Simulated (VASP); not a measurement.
Input for VASP

KPOINTS:
```
Regular mesh
0
Gamma
11 11 6
```

### INCAR
```
# general
SYSTEM =VO2
PREC   =Accurate
ENCUT  =520   # plane-wave cut-off (eV)
LREAL  =.False.
LASPH  =.True.   # aspherical one-centre terms

# electronic loop
EDIFF  =1E-6   # SCF stop (eV)
NELM   =100   # most electronic steps
ALGO   =Normal   # blocked Davidson
LMAXMIX=4

# smearing
ISMEAR =1   # Methfessel-Paxton
SIGMA  =0.1   # width (eV)

# functional
GGA    =PS   # PBEsol

# spin
ISPIN  =2
MAGMOM =2.0 0.0 0.0

# ions
IBRION =2   # conjugate gradients
NSW    =60   # most ionic steps
ISIF   =3   # ions, shape and volume
EDIFFG =-0.02

# output
LWAVE  =.False.
LCHARG =.False.
LORBIT =10
```

File POSCAR:
```
VO2
1.0
  2.8472221041   0.0000000000   0.0000000000
 -1.4236110520   2.4657668537   0.0000000000
  0.0000000000   0.0000000000   4.6832886876
V O
1 2
Cart
 -1.4236110520   2.4657668537   0.0000000000
 -0.0000014236   1.6438453911   0.9974930895
  1.4236124757   0.8219214626   3.6857955981
```

POTCAR, in this order: V_sv O (PBE.64 set). Program: vasp_std.

Task: Write an equivalent input for Quantum ESPRESSO's pw.x.

Result: One equivalent input (not run):
```
&CONTROL
  calculation = 'vc-relax'
  pseudo_dir = './pseudo'
  outdir = './out'
  tprnfor = .true.
  tstress = .true.
  nstep = 60
  forc_conv_thr = 0.00078
/
&SYSTEM
  ibrav = 0
  nat = 3
  ntyp = 2
  ecutwfc = 84
  occupations = 'smearing'
  smearing = 'methfessel-paxton'
  degauss = 0.00735
  input_dft = 'pbesol'
  nspin = 2
  starting_magnetization(1) = 0.2
/
&ELECTRONS
  conv_thr = 7.3e-08
  electron_maxstep = 100
/
&IONS
/
&CELL
/
ATOMIC_SPECIES
  V 50.941 V.upf
  O 15.999 O.upf
CELL_PARAMETERS angstrom
     2.8472221   -0.0000000   -0.0000000
    -1.4236111    2.4657669   -0.0000000
     0.0000000    0.0000000    4.6832887
ATOMIC_POSITIONS crystal
  V    0.0000000  1.0000000  0.0000000
  O    0.3333330  0.6666670  0.2129899
  O    0.6666670  0.3333330  0.7870101
K_POINTS automatic
  11 11 6 0 0 0
```
What does not carry over: the potentials are each code's own (VASP's PAW set, PseudoDojo norm-conserving files in pw.x), so ENCUT and ecutwfc are chosen apart and not converted; conv_thr bounds pw.x's estimated SCF error, while EDIFF bounds the energy change between steps; starting_magnetization is a fraction of the valence charge and MAGMOM a moment in μB, so they match only roughly; forc_conv_thr acts on force components and is met together with etot_conv_thr.

The structure was generated: VO2 was put into the CdI2 type (P-3m1), which need not be its known phase. This run relaxes it. Symmetry was kept, so distortions that lower it aren't found. The start is the result of an earlier pass.
